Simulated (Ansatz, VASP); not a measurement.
## Cross-check of BN between VASP and Ansatz

One calculation is typed for both programs; each brings its own data sets and cutoff. How far apart do they land? The cell is taken from a series of runs on this material, whose earlier steps may have relaxed or scaled it; both programs get it as it stands.

Main program and level: Ansatz 0.2.0; plane waves, with VASP 6.6.1 beside it; single point at LDA.

## (1) Set-up

It takes space group P6_3/mmc (No. 194, hexagonal). The conventional cell has a = 2.504 Å, b = 2.504 Å, c = 6.661 Å, α = 90.00°, β = 90.00°, γ = 120.00°. N has 3 B at 1.45 Å nearest. Nearest to B lie 3 N at 1.45 Å. Farther neighbours and most contacts between anions are not listed.

## (2) Ansatz: single point, LDA

Ansatz runs on its default PAW (the set named soft_2) files.

With cell and atoms fixed, the geometry can't cause a difference; cores, projectors, grids and the points listed under the comparison can.

Input file input.yaml:

```yaml
crystal:
  lattice:
    - [2.50399, 0.0, 0.0]
    - [-1.251995, 2.1685189508, 0.0]
    - [0.0, 0.0, 6.6612]
  atoms:
    - { symbol: "N", position: [0.6666666667, 0.3333333333, 0.25] }
    - { symbol: "N", position: [0.3333333333, 0.6666666667, 0.75] }
    - { symbol: B, position: [0.6666666667, 0.3333333333, 0.75] }
    - { symbol: B, position: [0.3333333333, 0.6666666667, 0.25] }
hamiltonian:
  xc: lda
  pseudopotentials: { kind: paw }
kpoints:
  mp_grid: { grid: [5, 5, 2] }
scf:
  occupations: { method: gaussian, width: 0.01 }
  n_extra_bands: 5
output:
  forces: true
  stress: true
  eigenvalues: true
```

Started as:

```sh
$ ansatz run input.yaml --threads 2 --pin off --max-ram 4608MiB --backend cpu --events-out ev --progress --plain --runs-dir out
```

Numbers of over 12 decimals in the logs are rounded to 6 here.

What it wrote:

```text
scf.n_extra_bands = 5 over 8 filled bands (N_el = 16.0): the run solves 13 bands
Engine: ansatz 0.2.0, aarch64-unknown-linux-gnu
Pseudopotentials: kind: paw
Pseudopotential: N, paw, valence charge 5, recommended cutoff 420 eV (normal), N.paw.azcp
Pseudopotential: B, paw, valence charge 3, recommended cutoff 420 eV (normal), B.paw.azcp
Functional definition: SPW92
  exchange = slater_x
  correlation = pw_c
Crystal: 4 atoms, lattice volume = 36.170 Å³
Basis set: ecut = 420 eV, 713 PW (Γ)
Bands: 13, of which v1, the nominal top of the filled ones, is band 8 counted from 1 (7 counted from 0)
Symmetry: 24 space group operations
Space group: P63/mmc (ITA 194), of the structure as read, at distance tolerance 3.3e-5 Å
k-points: 10 of 50
Non-local potential: N, projectors of the file, l = 0: 2, l = 1: 2, l = 2: 1
Non-local potential: B, projectors of the file, l = 0: 2, l = 1: 2, l = 2: 1
PAW form: soft (Blöchl's): semilocal exchange-correlation on the pseudo side does not see the compensation charge
PAW frozen core: N, regenerated for the run's functional, and the local potential with it (the file was generated under x = pbe(κ = 0.804, μ = 0.219515), c = pbe(β = 0.066725))
PAW frozen core: B, regenerated for the run's functional, and the local potential with it (the file was generated under x = pbe(κ = 0.804, μ = 0.219515), c = pbe(β = 0.066725))
PAW one-centre angular grid: N, 110 points (default); XC on 64 Gauss nodes
PAW one-centre angular grid: B, 110 points (default); XC on 64 Gauss nodes
Initial density: superposition of atomic densities (neutral atoms: chi_scale 0, normalization atom), corrected by the library's trained network
Initial wavefunctions: pseudopotential atomic-orbital guess
Functional: x = slater, c = lda
SCF iter   1: F=—  HF=-1052.674550 eV  |F-HF|=—  |Δ(HF+E_count)|=         —  Δρ=8.26e-3  dr2=2.20e-2  ethr=1.77e-3  ⟨swp⟩=6.1  Hψ=769  notcnv=0
preconditioner: auto → none  [insulator: Δε(μ)=4.403 eV  Ē_g=16.321 eV  σ=0.010 eV  W_gap=1.00  n_scr=4 (ndim 8)  ℏωp=24.7 eV  f_vac=0.023  D(μ)=0.00/eV (n_scr^D=0)  ε∞_Penn≈3.3]
SCF iter   2: F=—  HF=-1052.669192 eV  |F-HF|=—  |Δ(HF+E_count)|=   5.36e-3  Δρ=3.96e-3  dr2=2.52e-3  ethr=1.38e-4  ⟨swp⟩=2.9  Hψ=319  notcnv=0  defer=10
SCF iter   3: F=—  HF=-1052.668445 eV  |F-HF|=—  |Δ(HF+E_count)|=   7.48e-4  Δρ=1.51e-3  dr2=3.51e-4  ethr=1.57e-5  ⟨swp⟩=2.1  Hψ=227  notcnv=0  defer=10
SCF iter   4: F=—  HF=-1052.668361 eV  |F-HF|=—  |Δ(HF+E_count)|=   8.35e-5  Δρ=2.71e-4  dr2=1.22e-5  ethr=2.19e-6  ⟨swp⟩=1.0  Hψ=120  notcnv=0  defer=10
SCF iter   5: F=—  HF=-1052.668356 eV  |F-HF|=—  |Δ(HF+E_count)|=   5.22e-6  Δρ=2.26e-5  dr2=6.85e-8  ethr=7.62e-8  ⟨swp⟩=2.2  Hψ=203  notcnv=0  defer=10
SCF iter   6: F=-1052.668356 eV  HF=-1052.668356 eV  |F-HF|=1.11e-9  |Δ(HF+E_count)|=   2.26e-8  Δρ=4.16e-6  dr2=2.31e-9  ethr=4.28e-10  ⟨swp⟩=5.8  Hψ=581  notcnv=0
SCF 1 converged in 6 iterations: F = -1052.668356 eV  dr2 = 2.31e-9
  greatest PAW one-centre occupation: 0.790 electrons in one spin orbital (limit 2), on the N atom at site 1 (counted from 0), in its partial waves of l = 0
SCF converged after 6 iterations
Free energy (F): -1052.668356 eV
Harris-Foulkes:  -1052.668356 eV  (|F-HF|=1.11e-9)
Internal energy: -1052.668356 eV  (E = F + TS)
E sigma→0 (E₀):  -1052.668356 eV
Fermi energy:    6.604581 eV
--- Per-component energies (eV) ---
  E_band       = -42.077805
  E_kinetic    = 365.684813
  E_local      = -698.071065  (includes V_loc(G=0)·N_el)
  E_nonlocal   = 119.659187
  E_hartree    = 223.168675
  E_xc         = -182.005678
  E_vxc        = -226.956519  (∫ρ·V_xc dr)
  E_paw        = -383.481015  (= ΣΔE_a)
  E_vpaw       = -48.731944  (= ΣTr[D̂ρ^β])
  E_aug_tail   = 0.000193  (compensation charges beyond the density's cutoff)
  E_ewald      = -497.875223
  E_core_change = 0.251757  (= ΣΔE_core)
  E_smearing   = -0.000000  (= −TS)
  E_closure    = 0.000000  (closes the sum)
  Σ components = -1052.668356   (vs F -1052.668356, Δ=0.00e0)
--- Forces (eV/Å), atoms counted from 1 ---
  atom   1  N     -0.00000000     0.00000000    -0.00000000
  atom   2  N     -0.00000000    -0.00000000     0.00000000
  atom   3  B      0.00000000     0.00000000     0.00000000
  atom   4  B      0.00000000    -0.00000000    -0.00000000
  max |Σ_I F_I| component: 4.63e-17 eV/Å
--- Stress (GPa, compression-positive) ---
       -6.455669       0.000000      -0.000000
       -0.000000      -6.455669      -0.000000
       -0.000000      -0.000000      -0.639484
  P = ⅓ Tr σ = -4.5169 GPa (-45.169 kbar)
--- Band table (eV; the first three rows and the last of 10) ---
  k-point 0: bands = [... 4 lower, 3.0961, 3.0961, 3.1312, 3.1312, 9.3523, 14.4197, 15.8868, 15.8868, ... 1 higher]
  k-point 1: bands = [... 4 lower, 3.1140, 3.1140, 3.1140, 3.1140, 11.7476, 11.7476, 15.9478, 15.9478, ... 1 higher]
  k-point 2: bands = [... 4 lower, 0.5075, 1.2458, 1.9008, 1.9526, 10.5871, 13.7088, 14.7129, 15.1931, ... 1 higher]
  k-point 9: bands = [... 4 lower, -1.4499, -1.4499, 4.0148, 4.0148, 9.0645, 9.0645, 16.6547, 16.6547, ... 1 higher]
```

Reading the cycles: dr2 is the Hartree energy of the density residual (eV), the measure of convergence; HF is the Harris–Foulkes estimate of the energy, which meets the free energy F at convergence.

The run ends at a pressure of -4.52 GPa.

## (3) VASP: single point, LDA

The same cell, functional (in two slightly different forms), mesh and smearing now go to VASP, with its own data sets and cutoff.

Lines of VASP's logs that name or quote its potential files are left out, and so is its time.

Input file INCAR:

```
SYSTEM = BN
PREC = Accurate
ENCUT = 1210
EDIFF = 1E-06
NELM = 100
ISMEAR = 0
SIGMA = 0.01
LREAL = .FALSE.
ALGO = Normal
GGA = CA
NBANDS = 14
LORBIT = 11
LWAVE = .FALSE.
LCHARG = .FALSE.
KPAR = 2
ISIF = 2
```

Input file POSCAR:

```
BN
1.0
    2.5039900000      0.0000000000      0.0000000000
   -1.2519950000      2.1685189508      0.0000000000
    0.0000000000      0.0000000000      6.6612000000
N B
2 2
Direct
    0.6666666667      0.3333333333      0.2500000000
    0.3333333333      0.6666666667      0.7500000000
    0.6666666667      0.3333333333      0.7500000000
    0.3333333333      0.6666666667      0.2500000000
```

Input file KPOINTS:

```
Automatic mesh
0
Gamma
5 5 2
0 0 0
```

PAW data sets: N_h and B_h (LDA family, release 64).

Started as:

```sh
$ mpirun -np 2 vasp_std
```

What it wrote:

```text
[banner, memory and clock lines left out]
running    2 mpi-ranks, on    1 nodes
 distrk:  each k-point on    1 cores,    2 groups
 distr:  one band on    1 cores,    1 groups

 POSCAR found type information on POSCAR N B
 POSCAR found :  2 types and       4 ions
 LDA part: xc-table for (Slater(with rela. corr.)+CA(PZ))
 , standard interpolation
 POSCAR, INCAR and KPOINTS ok, starting setup
 FFT: planning ... GRIDC
 FFT: planning ... GRID_SOFT
 FFT: planning ... GRID
 WAVECAR not read
 entering main loop
       N       E                     dE             d eps       ncg     rms          rms(c)
DAV:   1     0.100435295093E+03    0.10044E+03   -0.12826E+04   280   0.202E+03
DAV:   2    -0.305766248443E+02   -0.13101E+03   -0.11769E+03   410   0.293E+02
DAV:   3    -0.421684283797E+02   -0.11592E+02   -0.11464E+02   364   0.899E+01
DAV:   4    -0.423890316593E+02   -0.22060E+00   -0.22050E+00   354   0.130E+01
DAV:   5    -0.423937931853E+02   -0.47615E-02   -0.47609E-02   370   0.194E+00    0.105E+01
DAV:   6    -0.389912718065E+02    0.34025E+01   -0.67627E+00   334   0.200E+01    0.375E+00
DAV:   7    -0.386789178996E+02    0.31235E+00   -0.61314E-01   340   0.641E+00    0.212E+00
DAV:   8    -0.385652536204E+02    0.11366E+00   -0.29050E-01   342   0.381E+00    0.399E-01
DAV:   9    -0.385614449855E+02    0.38086E-02   -0.18277E-02   340   0.114E+00    0.153E-01
DAV:  10    -0.385615583127E+02   -0.11333E-03   -0.95802E-04   346   0.311E-01    0.391E-02
DAV:  11    -0.385615563956E+02    0.19171E-05   -0.72310E-05   346   0.732E-02    0.940E-03
DAV:  12    -0.385615549781E+02    0.14175E-05   -0.14161E-05   352   0.282E-02    0.172E-03
DAV:  13    -0.385615550641E+02   -0.85970E-07   -0.39216E-07   206   0.569E-03
   1 F= -.38561555E+02 E0= -.38561555E+02  d E =-.397558E-24
```

From OUTCAR (step 3):

```text
ion  position               nearest neighbor table
   1  0.667  0.333  0.250-   4 1.45   4 1.45   4 1.45
   2  0.333  0.667  0.750-   3 1.45   3 1.45   3 1.45
   3  0.667  0.333  0.750-   2 1.45   2 1.45   2 1.45
   4  0.333  0.667  0.250-   1 1.45   1 1.45   1 1.45

  LATTYP: Found a hexagonal cell.
 ALAT       =     2.5039900000
 C/A-ratio  =     2.6602342661

 Subroutine GETGRP returns: Found 24 space group operations
 (whereof 12 operations were pure point group operations)

The static configuration has the point symmetry D_3d.
 The point group associated with its full space group is D_6h.

 Found     10 irreducible k-points:

   k-points           NKPTS =     10   k-points in BZ     NKDIM =     10   number of bands    NBANDS=     14

   dimension x,y,z NGX =    28 NGY =   28 NGZ =   80
   dimension x,y,z NGXF=    56 NGYF=   56 NGZF=  160

   ENCUT  = 1210.0 eV  88.93 Ry    9.43 a.u.   7.10  7.10 18.89*2*pi/ulx,y,z

   NELECT =      16.0000    total number of electrons

 k-points in reciprocal lattice and weights: Automatic mesh
   0.00000000  0.00000000  0.00000000       0.020
   0.20000000 -0.00000000  0.00000000       0.120
   0.40000000 -0.00000000  0.00000000       0.120
   0.20000000  0.20000000  0.00000000       0.120
   0.40000000  0.20000000  0.00000000       0.120
   0.00000000  0.00000000  0.50000000       0.020
   0.20000000 -0.00000000  0.50000000       0.120
   0.40000000 -0.00000000  0.50000000       0.120
   0.20000000  0.20000000  0.50000000       0.120
   0.40000000  0.20000000  0.50000000       0.120

 average (electrostatic) potential at core
       1 -98.3296       2 -98.3296       3 -68.7319       4 -68.7319

 E-fermi :   3.0611

 k-point     1 :       0.0000    0.0000    0.0000
  band No.  band energies     occupation
    ...
      4      -1.0610      2.00000
      5       1.7383      2.00000
      6       1.7383      2.00000
      7       1.7748      2.00000
      8       1.7748      2.00000
      9       7.9934      0.00000
     10      13.0644      0.00000
     11      14.5145      0.00000
     12      14.5145      0.00000
     13      14.6386      0.00000
    ...

 k-point     2 :       0.2000   -0.0000    0.0000
  band No.  band energies     occupation
    ...
      4      -0.8953      2.00000
      5      -0.8484      2.00000
      6      -0.1144      2.00000
      7       0.5445      2.00000
      8       0.5966      2.00000
      9       9.2274      0.00000
     10      12.3531      0.00000
     11      13.3575      0.00000
     12      13.8290      0.00000
     13      14.4389      0.00000
    ...

 k-point     3 :       0.4000   -0.0000    0.0000
  band No.  band energies     occupation
    ...
      4      -4.8774      2.00000
      5      -0.8758      2.00000
      6      -0.8123      2.00000
      7       0.6284      2.00000
      8       2.1293      2.00000
      9       8.2781      0.00000
     10       9.4889      0.00000
     11      11.8862      0.00000
     12      13.1171      0.00000
     13      14.6162      0.00000
    ...

  Total       -1.2897128     -1.2897128     -0.1889466      0.0000000     -0.0000000      0.0000000
  in kB      -57.1288250    -57.1288250     -8.3695344      0.0000000     -0.0000000      0.0000000
  external PRESSURE =     -40.8757281 kB  Pullay stress =       0.0000000 kB

  energy-cutoff  :     1210.00
  volume of cell :       36.17
      direct lattice vectors                 reciprocal lattice vectors
     2.503990000  0.000000000  0.000000000     0.399362617  0.230572115  0.000000000
    -1.251995000  2.168518951  0.000000000     0.000000000  0.461144229  0.000000000
     0.000000000  0.000000000  6.661200000     0.000000000  0.000000000  0.150123101

 POSITION                                       TOTAL-FORCE (eV/Angst)
 -----------------------------------------------------------------------------------
      1.25200      0.72284      1.66530        -0.000000     -0.000000      0.000000
     -0.00000      1.44568      4.99590         0.000000     -0.000000      0.000000
      1.25200      0.72284      4.99590        -0.000000     -0.000000      0.000000
     -0.00000      1.44568      1.66530        -0.000000      0.000000      0.000000
 -----------------------------------------------------------------------------------
    total drift:                               -0.000000      0.000000     -0.000000

  FREE ENERGIE OF THE ION-ELECTRON SYSTEM (eV)
  ---------------------------------------------------
  free  energy   TOTEN  =       -38.5615550641 eV

  energy  without entropy=      -38.5615550641  energy(sigma->0) =      -38.56155506

 total charge
# of ion       s       p       d       tot
------------------------------------------
    1        0.683   1.648   0.000   2.331
    2        0.683   1.648   0.000   2.331
    3        0.193   0.438   0.000   0.631
    4        0.193   0.438   0.000   0.631
--------------------------------------------------
tot          1.751   4.173   0.000   5.924

[... 3 further parts left out ...]
```

The run ends at a pressure of -4.09 GPa.

## (4) Differences

Known differences besides the PAW data sets themselves: the two LDA forms differ slightly; the cutoff is 420 eV in Ansatz and 1210 eV in VASP; Ansatz makes its cores anew for this functional, VASP keeps those of its LDA data sets. Total energies have different zeros and are not compared.

Compared:

```tsv
quantity	Ansatz	VASP	difference
pressure (GPa)	-4.52	-4.09	-0.43
gap on the k mesh (eV)	4.511	4.502	+0.009
```

Ansatz's pressure holds a Pulay correction of 0.76 GPa; VASP's holds none.

## (5) Results

```
difference in gap on the k mesh (single point, LDA) : 0.0094 eV
```

**Reading.** The difference in gap on the k mesh is 0.0094 eV (single point, LDA), within the 0.08 eV picked in this series as the mark of a large difference. Differences of this kind measure data sets and numerical settings, not the functional's error against experiment.

[Lines on the potential files, build, host, timing and source positions are cut from VASP's logs without a mark.]

[Logs are printed without paths, hosts, clocks, repeated set-up lines and the standing remarks that a program may print on its own settings, such as how far it seeks lower states.]

[Hosts, paths, dates, database ids (printed as entryN), source tags and the programs' standing remarks are cut or masked in the printed files.]
